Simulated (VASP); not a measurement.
Data:

```
CELL_PARAMETERS angstrom
      0.00000     2.96594     2.96594
      2.96594     0.00000     2.96594
      2.96594     2.96594     0.00000
ATOMIC_POSITIONS crystal
  Ga 0.00000 0.00000 0.00000
  Sb 0.25000 0.25000 0.25000
```

All values below come from LDA (Ceperley-Alder, Perdew-Zunger), VASP's LDA PAW potentials (set 64) (plane waves; VASP). Numerical set-up: 520 eV cut-off, 8×8×8 Γ-centred mesh, Gaussian smearing of 0.050 eV, potentials Ga_d Sb.

**Question.** Give the stress tensor in GPa (positive for a compressed cell).

**Answer.** 
```
3.99  0.00  0.00
0.00  3.99  0.00
0.00  0.00  3.99
```
The pressure is its mean diagonal, 3.99 GPa.

The compound is GaSb in the zinc blende structure. This cell is one point of a volume scan, at 0.94 of the reference volume.
